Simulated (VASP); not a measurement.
Given:

```
GdPt2Si2
1.0
   -2.11480     2.11480     4.87752
    2.11480    -2.11480     4.87752
    2.11480     2.11480    -4.87752
Gd Si Pt
1 2 2
Direct
  0.00000   0.00000   0.00000
  0.25000   0.75000   0.50000
  0.75000   0.25000   0.50000
  0.63540   0.63540   0.00000
  0.36460   0.36460   0.00000
```

Method: PBEsol GGA, VASP's PBE PAW potentials (set 64) (plane waves; VASP). Numerical set-up: 400 eV cut-off, 11×11×11 Γ-centred mesh, tetrahedra with Blöchl corrections, potentials Gd_3 Si Pt.

The 4f electrons are frozen in the core of the lanthanide potential, so 4f levels, which can set the real gap, and their magnetism are missing.  Unless said otherwise, spin-orbit coupling is left out, though it shifts the bands of the heavy elements here.

Question: What does the run give for the energy per atom (σ→0), band gap (on the k-mesh) with the smallest direct gap where there is one?

Answer: 
The band gap (on the k-mesh) is none (metal, semimetal or under 0.01 eV) and the energy per atom (σ→0) is -7.156 eV/atom.

Total energies compare only between runs with the same potentials, cut-off and functional.

The structure comes from a computed database's GdPt2Si2 entry (I4/mmm); how it stands against other phases isn't given here. It was relaxed first. The electron count is odd and the run is not spin-polarised, which forces a metal.
